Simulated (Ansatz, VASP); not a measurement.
# Ta: VASP beside Ansatz

Wanted: the spread between two codes on one cell, functional and k mesh. Of the first pair: The cell is taken from a series of runs on this material, whose earlier steps may have relaxed, scaled, displaced or heated it; both programs get it as it stands.

Main program and level: Ansatz 0.2.0; plane waves, with VASP 6.6.1 beside it; single point at PBEsol.

## 1. Set-up

The cell holds 7 atoms: 7 Ta. Its edges and angles: a = 3.303 Å, b = 2.860 Å, c = 28.013 Å, α = 90.0°, β = 90.0°, γ = 54.7°. It derives from Ta. As first built, before any earlier steps moved the atoms (in the runner's words): stoichiometric True; symmetric True; series ['metal Ta110', 7, 'layers']. Vacuum lies along c.

## 2. VASP: single point, PBEsol, pair 1

A single point gives forces, pressure and levels at one fixed geometry, so differences don't come from the geometry; what else differs is listed under the comparison.

Lines of VASP's logs that name or quote its potential files are left out, and so is its time.

INCAR

```
SYSTEM = Ta
PREC = Accurate
ENCUT = 400
EDIFF = 1E-06
NELM = 120
ISMEAR = -1
SIGMA = 0.05
LREAL = .FALSE.
ALGO = Normal
GGA = PS
NBANDS = 47
LASPH = .TRUE.
LORBIT = 11
LWAVE = .FALSE.
LCHARG = .FALSE.
ISIF = 2
GGA_COMPAT = .FALSE.
KPAR = 2
```

POSCAR

```
Ta
1.0
    3.3030000000      0.0000000000      0.0000000000
    1.6515000000      2.3355736983      0.0000000000
    0.0000000000      0.0000000000     28.0134421896
Ta
7
Direct
    0.0000000000      0.0000000000      0.7442176618
    0.5000000000      0.0000000000      0.6654306159
    0.0000000000      0.0000000000      0.5833733210
    0.5000000000      0.0000000000      0.5000000000
    0.0000000000      0.0000000000      0.4166266790
    0.5000000000      0.0000000000      0.3345693841
    0.0000000000      0.0000000000      0.2557823382
```

KPOINTS

```
Automatic mesh
0
Gamma
16 16 1
0 0 0
```

PAW data sets: Ta_pv (PBE family, release 64).

On the command line:

```sh
> mpirun -np 2 vasp_std
```

Numbers of over 12 decimals in the logs are rounded to 6 here.

Output:

```text
[banner, memory and clock lines left out]
running    2 mpi-ranks, on    1 nodes
 distrk:  each k-point on    1 cores,    2 groups
 distr:  one band on    1 cores,    1 groups

 POSCAR found type information on POSCAR Ta
 POSCAR found :  1 types and       7 ions
|                                                                             |
|               ----> ADVICE to this user running VASP <----                  |
|                                                                             |
|     You enforced a specific xc type in the INCAR file but a different       |
|     [... a line on the potential file left out ...]
|     I HOPE YOU KNOW WHAT YOU ARE DOING!                                     |
|                                                                             |

 LDA part: xc-table for (Slater+PW92), standard interpolation
 POSCAR, INCAR and KPOINTS ok, starting setup
 FFT: planning ... GRIDC
 FFT: planning ... GRID_SOFT
 FFT: planning ... GRID
 WAVECAR not read
 entering main loop
       N       E                     dE             d eps       ncg     rms          rms(c)
DAV:   1     0.649525331312E+03    0.64953E+03   -0.39534E+04  8478   0.129E+03
DAV:   2    -0.608898153559E+02   -0.71042E+03   -0.69458E+03  7825   0.404E+02
DAV:   3    -0.906113410608E+02   -0.29722E+02   -0.28204E+02  8982   0.717E+01
DAV:   4    -0.917595320892E+02   -0.11482E+01   -0.11194E+01  9228   0.127E+01
DAV:   5    -0.918051321187E+02   -0.45600E-01   -0.45335E-01  9569   0.209E+00    0.372E+01
DAV:   6    -0.149690013045E+03   -0.57885E+02   -0.39033E+02 10900   0.854E+01    0.326E+01
DAV:   7    -0.106729117165E+03    0.42961E+02   -0.10932E+03 10728   0.554E+01    0.273E+01
DAV:   8    -0.947717419346E+02    0.11957E+02   -0.19027E+02  8732   0.381E+01    0.138E+01
DAV:   9    -0.862669577989E+02    0.85048E+01   -0.32050E+01  9352   0.182E+01    0.697E+00
DAV:  10    -0.858883299917E+02    0.37863E+00   -0.48035E+00  9039   0.786E+00    0.509E+00
DAV:  11    -0.858932356975E+02   -0.49057E-02   -0.44111E-01  8826   0.324E+00    0.459E+00
DAV:  12    -0.856704342798E+02    0.22280E+00   -0.17783E-01  8630   0.190E+00    0.358E+00
DAV:  13    -0.854735209888E+02    0.19691E+00   -0.23126E-01  8781   0.221E+00    0.214E+00
DAV:  14    -0.854298517194E+02    0.43669E-01   -0.43436E-02  8910   0.114E+00    0.141E+00
[...]
DAV:  22    -0.853843760343E+02   -0.10570E-03   -0.11589E-04  7873   0.402E-02    0.162E-02
DAV:  23    -0.853845044360E+02   -0.12840E-03   -0.11277E-05  6832   0.187E-02    0.105E-02
DAV:  24    -0.853846352254E+02   -0.13079E-03   -0.17830E-05  7628   0.235E-02    0.873E-03
DAV:  25    -0.853846622664E+02   -0.27041E-04   -0.38611E-06  6221   0.847E-03    0.556E-03
DAV:  26    -0.853846798533E+02   -0.17587E-04   -0.12840E-06  5590   0.559E-03    0.231E-03
DAV:  27    -0.853846871717E+02   -0.73183E-05   -0.30916E-07  4952   0.252E-03    0.134E-03
DAV:  28    -0.853846911793E+02   -0.40076E-05   -0.22862E-07  4948   0.153E-03    0.380E-04
DAV:  29    -0.853846917528E+02   -0.57351E-06   -0.51946E-08  4755   0.825E-04
   1 F= -.85384692E+02 E0= -.85350092E+02  d E =-.691991E-01
```

OUTCAR, selected parts (step 2):

```text
ion  position               nearest neighbor table
   1  0.000  0.000  0.744-   2 2.76   2 2.76   2 3.21   2 3.21
   2  0.500  0.000  0.665-   1 2.76   1 2.76   3 2.83   3 2.83   1 3.21   1 3.21   3 3.28   3 3.28

  LATTYP: Found a base centered orthorhombic cell.
 ALAT       =     3.3030000000
 B/A-ratio  =     1.4142135624
 C/A-ratio  =     8.4812116832

 Subroutine GETGRP returns: Found  8 space group operations
 (whereof  8 operations were pure point group operations)

The static configuration has the point symmetry D_2h.

 Found     73 irreducible k-points:

   k-points           NKPTS =     73   k-points in BZ     NKDIM =     73   number of bands    NBANDS=     47

   dimension x,y,z NGX =    24 NGY =   20 NGZ =  192
   dimension x,y,z NGXF=    48 NGYF=   40 NGZF=  384

   ENCUT  =  400.0 eV  29.40 Ry    5.42 a.u.   5.39  4.66 45.68*2*pi/ulx,y,z

   NELECT =      77.0000    total number of electrons

 k-points in reciprocal lattice and weights: Automatic mesh
   0.00000000  0.00000000  0.00000000       0.004
   0.06250000  0.00000000  0.00000000       0.016
   0.12500000  0.00000000  0.00000000       0.016
   0.18750000  0.00000000  0.00000000       0.016
   0.25000000  0.00000000  0.00000000       0.016
   0.31250000 -0.00000000  0.00000000       0.016
   0.37500000  0.00000000  0.00000000       0.016
   0.43750000  0.00000000  0.00000000       0.016
   0.50000000  0.00000000  0.00000000       0.008
[...]
-0.06250000  0.43750000  0.00000000       0.016
   0.00000000  0.50000000  0.00000000       0.004

 average (electrostatic) potential at core
       1 -40.7549       2 -40.2987       3 -40.3088       4 -40.3094       5 -40.3088
       6 -40.2987       7 -40.7549

 E-fermi :   1.2308

 k-point     1 :       0.0000    0.0000    0.0000
  band No.  band energies     occupation
    ...
     31       0.0962      2.00000
     32       0.5736      2.00000
     33       0.7732      1.99979
     34       0.8380      1.99923
     35       1.1045      1.85186
     36       1.4374      0.03157
     37       1.4882      0.01156
     38       1.5998      0.00125
     39       1.8954      0.00000
     40       1.9057      0.00000
    ...

 k-point     2 :       0.0625    0.0000    0.0000
  band No.  band energies     occupation
    ...
     31       0.1072      2.00000
     32       0.5738      2.00000
     33       0.7138      1.99994
     34       0.7920      1.99969
     35       1.0989      1.86658
     36       1.3046      0.37222
     37       1.3684      0.11985
     38       1.5904      0.00150
     39       1.7536      0.00006
     40       1.8116      0.00002
    ...

 k-point     3 :       0.1250    0.0000    0.0000
  band No.  band energies     occupation
    ...
     33       0.5561      2.00000
     34       0.6550      1.99998
     35       1.0051      1.97833
     36       1.0331      1.96238
     37       1.1331      1.75166
     38       1.4015      0.06375
     39       1.5847      0.00168
     40       1.5971      0.00131
     41       1.7952      0.00003
     42       2.1074      0.00000
    ...

  Total       -3.7955546     -4.9526965     -0.7686337     -0.0000000      0.0000000      0.0000000
  in kB      -28.1395536    -36.7183932     -5.6985111     -0.0000000      0.0000000      0.0000000
  external PRESSURE =     -23.5188193 kB  Pullay stress =       0.0000000 kB

  energy-cutoff  :      400.00
  volume of cell :      216.11
      direct lattice vectors                 reciprocal lattice vectors
     3.303000000  0.000000000  0.000000000     0.302755071 -0.214080164  0.000000000
     1.651500000  2.335573698  0.000000000     0.000000000  0.428160328  0.000000000
     0.000000000  0.000000000 28.013442190     0.000000000  0.000000000  0.035697148

 POSITION                                       TOTAL-FORCE (eV/Angst)
 -----------------------------------------------------------------------------------
      0.00000      0.00000     20.84810        -0.000000     -0.000000     -0.019492
      1.65150      0.00000     18.64100         0.000000     -0.000000      0.057061
      0.00000      0.00000     16.34229        -0.000000      0.000000     -0.203953
      1.65150      0.00000     14.00672        -0.000000      0.000000      0.000000
      0.00000      0.00000     11.67115        -0.000000      0.000000      0.203953
      1.65150      0.00000      9.37244         0.000000      0.000000     -0.057061
      0.00000      0.00000      7.16534         0.000000      0.000000      0.019492
 -----------------------------------------------------------------------------------
    total drift:                                0.000000      0.000000     -0.000000

  FREE ENERGIE OF THE ION-ELECTRON SYSTEM (eV)
  ---------------------------------------------------
  free  energy   TOTEN  =       -85.3846917528 eV

  energy  without entropy=      -85.3154926516  energy(sigma->0) =      -85.35009220

 total charge
# of ion       s       p       d       tot
------------------------------------------
    1        0.383   6.095   2.415   8.893
    2        0.379   6.185   2.429   8.993
    3        0.371   6.175   2.400   8.946
    4        0.370   6.167   2.400   8.938
    5        0.371   6.175   2.400   8.946
    6        0.379   6.185   2.429   8.993
    7        0.383   6.095   2.415   8.893
--------------------------------------------------
tot          2.636  43.077  16.889  62.602

[... 3 further parts left out ...]
```

## 3. Ansatz: single point, PBEsol, pair 1

Ansatz runs on its PAW soft_1 files.

The same cell, functional, mesh and smearing now go to Ansatz, which takes its cutoff from its data sets.

input.yaml

```yaml
crystal:
  lattice:
    - [3.303, 0.0, 0.0]
    - [1.6515, 2.3355736983, 0.0]
    - [0.0, 0.0, 28.0134421896]
  atoms:
    - { symbol: Ta, position: [0.0, 0.0, 0.7442176618] }
    - { symbol: Ta, position: [0.5, 0.0, 0.6654306159] }
    - { symbol: Ta, position: [0.0, 0.0, 0.583373321] }
    - { symbol: Ta, position: [0.5, 0.0, 0.5] }
    - { symbol: Ta, position: [0.0, 0.0, 0.416626679] }
    - { symbol: Ta, position: [0.5, 0.0, 0.3345693841] }
    - { symbol: Ta, position: [0.0, 0.0, 0.2557823382] }
kpoints:
  mp_grid: { grid: [16, 16, 1] }
scf:
  occupations: { method: fermi_dirac, width: 0.05 }
  n_extra_bands: 9
hamiltonian:
  xc: pbesol
  pseudopotentials: { kind: paw, azcp: { folder: soft_1 }, xc_functional: pbe }
output:
  forces: true
  write_potential: true
  volumetric_format: []
  dos:
    projected: true
    de: 0.05
    e_range: [-30, 12]
    method: { smearing: { sigma: 0.15, scheme: gaussian } }
  eigenstates:
    kpoints:
      - [0.5, 0.0, 0.0]
      - [0.45, 0.0, 0.0]
      - [0.4, 0.0, 0.0]
      - [0.35, 0.0, 0.0]
      - [0.3, 0.0, 0.0]
      - [0.25, 0.0, 0.0]
      - [0.2, 0.0, 0.0]
      - [0.15, 0.0, 0.0]
      - [0.1, 0.0, 0.0]
      - [0.05, 0.0, 0.0]
      - [0.0, 0.0, 0.0]
      - [0.0, 0.05, 0.0]
      - [0.0, 0.1, 0.0]
      - [0.0, 0.15, 0.0]
      - [0.0, 0.2, 0.0]
      - [0.0, 0.25, 0.0]
      - [0.0, 0.3, 0.0]
      - [0.0, 0.35, 0.0]
      - [0.0, 0.4, 0.0]
      - [0.0, 0.45, 0.0]
      - [0.0, 0.5, 0.0]
      - [0.02777778, -0.02777778, 0.0]
      - [0.05555556, -0.05555556, 0.0]
      - [0.08333333, -0.08333333, 0.0]
      - [0.11111111, -0.11111111, 0.0]
      - [0.13888889, -0.13888889, 0.0]
      - [0.16666667, -0.16666667, 0.0]
      - [0.19444444, -0.19444444, 0.0]
      - [0.22222222, -0.22222222, 0.0]
      - [0.25, -0.25, 0.0]
      - [0.27777778, -0.27777778, 0.0]
      - [0.30555556, -0.30555556, 0.0]
      - [0.33333333, -0.33333333, 0.0]
      - [0.36111111, -0.36111111, 0.0]
      - [0.38888889, -0.38888889, 0.0]
      - [0.41666667, -0.41666667, 0.0]
      - [0.44444444, -0.44444444, 0.0]
      - [0.47222222, -0.47222222, 0.0]
    e_range: [-8.0, 4.0]
    unfold:
      supercell_matrix: [[1, 0, 0], [0, 1, 0], [0, 0, 1]]
      layers:
        axis: 3
        edges: [0.112993, 0.375598, 0.380184, 0.619816, 0.624402, 0.887006]
```

On the command line:

```sh
> ansatz run input.yaml --threads 4 --pin off --max-ram 11264MiB --backend cpu --events-out ev --progress --plain --runs-dir out
```

Output:

```text
scf.n_extra_bands = 9 over 46 filled bands (N_el = 91.0): the run solves 55 bands
Engine: ansatz 0.2.0, x86_64-unknown-linux-gnu
Pseudopotentials: kind: paw
Pseudopotential: Ta, paw, valence charge 13, recommended cutoff 420 eV (normal), soft_1/Ta.paw.azcp
Functional definition: PBEsol
  exchange = pbesol_x
  correlation = pbesol_c
Crystal: 7 atoms, lattice volume = 216.107 Å³
Basis set: ecut = 420 eV, 4219 PW (Γ), exchange–correlation on 48×40×384 points (8 copies of the dense FFT grid, shifted against one another)
Bands: 55, of which v1, the nominal top of the filled ones, is band 46 counted from 1 (45 counted from 0)
Symmetry: 8 space group operations
Space group: Cmmm (ITA 65), of the structure as read, at distance tolerance 6.0e-5 Å
k-points: 73 of 256
Non-local potential: Ta, projectors of the file, l = 0: 3, l = 1: 2, l = 2: 2, l = 3: 1
PAW form: soft (Blöchl's): semilocal exchange-correlation on the pseudo side does not see the compensation charge
PAW frozen core: Ta, regenerated for the run's functional, and the local potential with it (the file was generated under x = pbe(κ = 0.804, μ = 0.219515), c = pbe(β = 0.066725))
PAW one-centre angular grid: Ta, 590 points (default); XC on 64 Gauss nodes
Initial density: superposition of atomic densities (neutral atoms: chi_scale 0, normalization atom)
Initial wavefunctions: pseudopotential atomic-orbital guess
Functional: x = pbesol(κ = 0.804, μ = 0.123457), c = pbesol(β = 0.046)
SCF iter   1: F=—  HF=-68653.672981 eV  |F-HF|=—  |Δ(HF+E_count)|=         —  Δρ=4.96e-2  dr2=1.28e2  ethr=3.10e-3  ⟨swp⟩=9.5  Hψ=19270  notcnv=0  defer=8
preconditioner: auto → LDOS  [metal: Δε(μ)=0.003 eV  Ē_g=4.522 eV  σ=0.050 eV  W_gap=0.01  n_scr=32 (ndim 8)  ℏωp=14.9 eV  f_vac=0.366  D(μ)=4.34/eV (n_scr^D=16)  β→1.0]
SCF iter   2: F=—  HF=-68660.604201 eV  |F-HF|=—  |Δ(HF+E_count)|=    6.93e0  Δρ=7.05e-2  dr2=6.13e2  ethr=3.10e-3  ⟨swp⟩=10.7  Hψ=23351  notcnv=0  defer=150  recentre
SCF iter   3: F=—  HF=-68650.134399 eV  |F-HF|=—  |Δ(HF+E_count)|=    1.05e1  Δρ=2.26e-2  dr2=2.56e1  ethr=3.10e-3  ⟨swp⟩=8.6  Hψ=16276  notcnv=0  defer=46
SCF iter   4: F=—  HF=-68649.404347 eV  |F-HF|=—  |Δ(HF+E_count)|=   7.30e-1  Δρ=5.42e-3  dr2=1.57e0  ethr=3.10e-3  ⟨swp⟩=4.5  Hψ=7111  notcnv=0  defer=110
SCF iter   5: F=—  HF=-68649.385660 eV  |F-HF|=—  |Δ(HF+E_count)|=   1.87e-2  Δρ=2.02e-3  dr2=3.49e-1  ethr=1.73e-3  ⟨swp⟩=1.5  Hψ=4234  notcnv=0  defer=108
SCF iter   6: F=—  HF=-68649.376880 eV  |F-HF|=—  |Δ(HF+E_count)|=   8.78e-3  Δρ=5.51e-4  dr2=2.91e-2  ethr=3.84e-4  ⟨swp⟩=2.9  Hψ=5729  notcnv=0  defer=114
SCF iter   7: F=—  HF=-68649.369881 eV  |F-HF|=—  |Δ(HF+E_count)|=   7.00e-3  Δρ=3.99e-4  dr2=1.65e-2  ethr=3.20e-5  ⟨swp⟩=2.2  Hψ=4904  notcnv=0  defer=115
SCF iter   8: F=—  HF=-68649.367693 eV  |F-HF|=—  |Δ(HF+E_count)|=   2.19e-3  Δρ=1.52e-4  dr2=1.52e-3  ethr=1.81e-5  ⟨swp⟩=1.8  Hψ=4304  notcnv=0  defer=114
SCF iter   9: F=—  HF=-68649.367548 eV  |F-HF|=—  |Δ(HF+E_count)|=   1.44e-4  Δρ=5.91e-5  dr2=4.88e-4  ethr=1.67e-6  ⟨swp⟩=2.0  Hψ=4606  notcnv=0  defer=114
SCF iter  10: F=—  HF=-68649.367591 eV  |F-HF|=—  |Δ(HF+E_count)|=   4.31e-5  Δρ=2.67e-5  dr2=1.87e-5  ethr=5.37e-7  ⟨swp⟩=2.3  Hψ=5082  notcnv=0  defer=114
SCF iter  11: F=—  HF=-68649.367572 eV  |F-HF|=—  |Δ(HF+E_count)|=   1.90e-5  Δρ=5.28e-6  dr2=2.79e-7  ethr=2.06e-8  ⟨swp⟩=2.2  Hψ=5644  notcnv=0  defer=114
SCF iter  12: F=-68649.367572 eV  HF=-68649.367572 eV  |F-HF|=2.04e-9  |Δ(HF+E_count)|=   5.46e-8  Δρ=1.21e-6  dr2=6.99e-9  ethr=1.10e-10  ⟨swp⟩=25.9  Hψ=40323  notcnv=0
SCF 1 converged in 12 iterations: F = -68649.367572 eV  dr2 = 6.99e-9
  greatest PAW one-centre occupation: 0.999 electrons in one spin orbital (limit 2), on the Ta atom at site 5 (counted from 0), in its partial waves of l = 0
NSCF: frozen V_eff on 38 k-points
WARN: The output density's exchange-correlation potential varies sharply where the density is thin. Do not read a vacuum level from v_tot or v_xc, or from such a field of the output density. On a cell that repeats whose density bears no net charge and no dipole along the vacuum's axis use v_es (v_loc + v_h of the components); under efield.dipole_correction with no amplitude use v_es + v_field, which holds any externa [...]
SCF converged after 12 iterations
Free energy (F): -68649.367572 eV
Harris-Foulkes:  -68649.367572 eV  (|F-HF|=2.04e-9)
Internal energy: -68649.298278 eV  (E = F + TS)
E sigma→0 (E₀):  -68649.332925 eV
Entropy (-TS):   -0.069294 eV (-9.899 meV/atom)
Fermi energy:    8.822258 eV
--- Per-component energies (eV) ---
  E_band       = -1619.979938
  E_kinetic    = 2753.892599
  E_local      = -87664.512947  (includes V_loc(G=0)·N_el)
  E_nonlocal   = -60.548356
  E_hartree    = 42858.537527
  E_xc         = -2229.598370
  E_vxc        = -1631.575156  (∫ρ·V_xc dr)
  E_paw        = -57268.732496  (= ΣΔE_a)
  E_vpaw       = -734.316761  (= ΣTr[D̂ρ^β])
  E_aug_tail   = 0.000705  (compensation charges beyond the density's cutoff)
  E_ewald      = 32960.167069
  E_core_change = 1.495990  (= ΣΔE_core)
  E_smearing   = -0.069294  (= −TS)
  E_closure    = 0.000000  (closes the sum)
  Σ components = -68649.367572   (vs F -68649.367572, Δ=0.00e0)
--- Forces (eV/Å), atoms counted from 1 ---
  atom   1  Ta     0.00000000     0.00000000    -0.03001921
  atom   2  Ta     0.00000000     0.00000000     0.05482308
  atom   3  Ta     0.00000000     0.00000000    -0.20096318
  atom   4  Ta     0.00000000     0.00000000     0.00000000
  atom   5  Ta     0.00000000     0.00000000     0.20096318
  atom   6  Ta     0.00000000     0.00000000    -0.05482308
  atom   7  Ta     0.00000000     0.00000000     0.03001921
  max |Σ_I F_I| component: 6.94e-18 eV/Å
--- Band table (eV; the first three rows and the last of 73) ---
  k-point 0: bands = [... 42 lower, 9.0281, 9.0793, 9.1922, 9.4889, 9.4979, 9.5090, 9.5404, 9.8910, ... 5 higher]
  k-point 1: bands = [... 42 lower, 8.9006, 9.0668, 9.3112, 9.4474, 9.4532, 9.4697, 9.6211, 9.7455, ... 5 higher]
  k-point 2: bands = [... 42 lower, 8.7573, 8.9871, 9.1377, 9.1525, 9.3512, 9.4288, 9.4976, 9.6599, ... 5 higher]
  k-point 72: bands = [... 42 lower, 8.0177, 8.0252, 8.1412, 8.4058, 8.8731, 9.1284, 9.1633, 9.5591, ... 5 higher]
```

## 4. Comparison

Known differences besides the potentials themselves: the data sets hold 91 valence electrons in Ansatz (on its PAW soft_1 files) and 77 in VASP; the cutoff is 420 eV in Ansatz and 400 eV in VASP; Ansatz makes its cores anew for this functional, VASP keeps those of its PBE data sets. Total energies have different zeros and are not compared.

Forces (eV/Å; atoms numbered as in POSCAR):

| atom | Ansatz x, y, z | VASP x, y, z |
| --- | --- | --- |
| Ta1 | 0.000, 0.000, -0.030 | 0.000, 0.000, -0.019 |
| Ta2 | 0.000, 0.000, 0.055 | 0.000, 0.000, 0.057 |
| Ta3 | 0.000, 0.000, -0.201 | 0.000, 0.000, -0.204 |
| Ta4 | 0.000, 0.000, 0.000 | 0.000, 0.000, 0.000 |
| Ta5 | 0.000, 0.000, 0.201 | 0.000, 0.000, 0.204 |
| Ta6 | 0.000, 0.000, -0.055 | 0.000, 0.000, -0.057 |
| Ta7 | 0.000, 0.000, 0.030 | 0.000, 0.000, 0.019 |

The forces differ by 3.4 meV/Å r.m.s., which is 5.3 % of the r.m.s. force of 0.066 eV/Å (both taken over all components). With vacuum in the cell, a pressure given here is an average over mostly empty space and none of the material.

(Continued in part 2 of 2.)

[Lines on the potential files, build, host, timing and source positions are cut from VASP's logs without a mark.]

[Logs are printed without paths, hosts, clocks, repeated set-up lines and the standing remarks that a program may print on its own settings, such as how far it seeks lower states.]

[Hosts, paths, dates, database ids (printed as entryN), source tags and the programs' standing remarks are cut or masked in the printed files.]
